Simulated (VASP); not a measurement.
Given:

```
CELL_PARAMETERS angstrom
      2.91000     0.00000     0.00000
      0.00000     2.91000     0.00000
      0.00000     0.00000     2.91000
ATOMIC_POSITIONS crystal
  Al 0.50000 0.50000 0.50000
  Fe 0.00000 0.00000 0.00000
```

Calculation: r2SCAN meta-GGA, VASP's PBE PAW potentials (set 64) (plane waves; VASP). Numerical set-up: 400 eV cut-off, 11×11×11 Γ-centred mesh, first-order Methfessel-Paxton smearing of 0.10 eV, potentials Al Fe.

Energy and stress use the plane-wave basis of the starting cell.

The ions, cell shape and volume are relaxed. Which structure does the run end with?

```
CELL_PARAMETERS angstrom
      2.84144     0.00000     0.00000
      0.00000     2.84144     0.00000
      0.00000     0.00000     2.84144
ATOMIC_POSITIONS crystal
  Al 0.50000 0.50000 0.50000
  Fe 0.00000 0.00000 0.00000
```
Space group Pm-3m (221), at a tolerance of 0.03 Å.

How do energy and volume change from the first to the last step?

The energy (σ→0) changes by -34.7 meV/atom and the volume by -6.9 %, in 6 ionic steps.

| step | E(σ→0) (eV) | max force (eV/Å) | pressure (GPa) | volume (Å³) |
|---|---|---|---|---|
| 1 | -21.2144 | 0.000 | -12.30 | 24.64 |
| 2 | -21.2134 | 0.000 | 15.71 | 21.42 |
| 3 | -21.2839 | 0.000 | -0.30 | 22.96 |
| 4 | -21.2839 | 0.000 | 0.15 | 22.93 |
| 5 | -21.2839 | 0.000 | -0.25 | 22.96 |
| 6 | -21.2839 | 0.000 | -0.01 | 22.94 |

The compound is FeAl in the CsCl type structure. This run relaxes it. Symmetry was kept, so distortions that lower it aren't found. The run is not spin-polarised, so no magnetic state was tried. The electron count is odd and the run is not spin-polarised, which forces a metal.
